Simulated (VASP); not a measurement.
Level of theory: PBEsol GGA, VASP's PBE PAW potentials (set 64) (plane waves; VASP 6.6.1).

VASP ran on this input.

File KPOINTS:
```
k-points along high-symmetry lines
12
Line-mode
Reciprocal
  0.000000   0.000000   0.000000 ! GAMMA
  0.000000   0.000000  -0.500000 ! T

  0.000000   0.000000  -0.500000 ! T
 -0.328125   0.328125  -0.500000 ! H_2

 -0.343750   0.328125  -0.187500 ! H_0
  0.000000   0.500000   0.500000 ! L

  0.000000   0.500000   0.500000 ! L
  0.000000   0.000000   0.000000 ! GAMMA

  0.000000   0.000000   0.000000 ! GAMMA
 -0.335938   0.335938   0.000000 ! S_0

 -0.335938   0.328125  -0.343750 ! S_2
 -0.500000   0.000000  -1.000000 ! F

 -0.500000   0.000000  -1.000000 ! F
  0.000000   0.000000   0.000000 ! GAMMA
```

POSCAR:
```
Zn4S3Se
1
   -0.0000000000     2.7126980862     2.7126980862
    2.7126980862    -0.0000000000     2.7126980862
   10.8540111129    10.8540111129    -0.0032187682
Zn Se S
4 1 3
Direct
  0.0117490556   0.0117490556   0.9911882083
  0.9889039839   0.9889039839   0.2583220121
  0.9965102580   0.9965102580   0.5026173064
  0.0033049839   0.0033049839   0.7475212621
  0.2480015843   0.2480015843   0.0639988118
  0.2436214233   0.2436214233   0.3172839324
  0.2504953435   0.2504953435   0.5621284923
  0.2574133673   0.2574133673   0.8069399745
```

### INCAR
```
LASPH  =  .TRUE.   ! aspherical one-centre terms
SYSTEM  =  Zn4S3Se
LMAXMIX  =  4
LREAL  =  .FALSE.   ! projection in real space or not
LORBIT  =  11
GGA  =  PS
NELM  =  100
SIGMA  =  0.05
ENCUT  =  400   ! plane-wave cut-off (eV)
ALGO  =  Normal
LWAVE  =  .FALSE.
PREC  =  Accurate
ICHARG  =  11   ! fixed density
LCHARG  =  .FALSE.
EDIFF  =  1E-7   ! SCF stop (eV)
ISMEAR  =  0   ! Gaussian
```

POTCAR, in this order: Zn Se S (PBE.64 set). Program: vasp_std. Read from the step before: CHGCAR.

What VASP printed:

File OSZICAR:
```
       N       E                     dE             d eps       ncg     rms          rms(c)
DAV:   1     0.521358745569E+03    0.52136E+03   -0.29213E+04  7224   0.171E+03
DAV:   2     0.422136256417E+02   -0.47915E+03   -0.46705E+03  7307   0.401E+02
DAV:   3    -0.221228459001E+02   -0.64336E+02   -0.63029E+02  8214   0.139E+02
DAV:   4    -0.247441082767E+02   -0.26213E+01   -0.26110E+01  8452   0.275E+01
DAV:   5    -0.247861385369E+02   -0.42030E-01   -0.41998E-01  8574   0.329E+00
DAV:   6    -0.247870458776E+02   -0.90734E-03   -0.90704E-03  8510   0.504E-01
DAV:   7    -0.247870816945E+02   -0.35817E-04   -0.35812E-04  8577   0.893E-02
DAV:   8    -0.247870828137E+02   -0.11192E-05   -0.11191E-05  8488   0.164E-02
DAV:   9    -0.247870828617E+02   -0.47961E-07   -0.48028E-07  6765   0.317E-03
   1 F= -.24787083E+02 E0= -.24787083E+02  d E =-.114539E-12
```

OUTCAR:
```
 val. band max:        2.3961288713   @ k =   0.0000   0.0000   0.0000

 cond. band min:       3.9284637467   @ k =   0.0000   0.0000   0.0000



 k-point     1 :       0.0000    0.0000    0.0000
  band No.  band energies     occupation
      1     -11.2624      2.00000
      2     -10.8446      2.00000
      3     -10.8086      2.00000
      4     -10.3059      2.00000
      5      -4.4613      2.00000
      6      -4.4613      2.00000
      7      -4.4547      2.00000
      8      -4.4106      2.00000
      9      -4.4106      2.00000
     10      -4.4084      2.00000
     11      -4.3738      2.00000
     12      -4.3738      2.00000
     13      -4.3324      2.00000
     14      -4.1921      2.00000
     15      -4.1921      2.00000
     16      -3.9674      2.00000
     17      -3.9674      2.00000
     18      -3.9589      2.00000
     19      -3.9589      2.00000
     20      -3.9359      2.00000
     21      -3.9359      2.00000
     22      -3.8297      2.00000
     23      -3.8297      2.00000
     24      -3.7308      2.00000
     25      -3.4175      2.00000
     26      -0.9748      2.00000
     27      -0.8421      2.00000
     28       1.0550      2.00000
     29       1.0550      2.00000
     30       1.3880      2.00000
     31       1.3880      2.00000
     32       1.6606      2.00000
     33       1.6606      2.00000
     34       2.0658      2.00000
     35       2.3961      2.00000
     36       2.3961      2.00000
     37       3.9285      0.00000
     38       5.0469      0.00000
     39       5.1971      0.00000
     40       5.6265      0.00000
     41       8.2148      0.00000
     42       8.2211      0.00000
     43       8.2342      0.00000

 k-point     2 :       0.0000    0.0000   -0.0455
  band No.  band energies     occupation
      1     -11.2614      2.00000
      2     -10.8643      2.00000
      3     -10.7884      2.00000
      4     -10.3073      2.00000
      5      -4.4612      2.00000
      6      -4.4612      2.00000
...
```

The density is held fixed in this step, so its total energy and stress have no physical meaning.

The structure was generated: Zn4S3Se was put into an ordered model structure (R3m), which need not be its known phase. It was relaxed first.
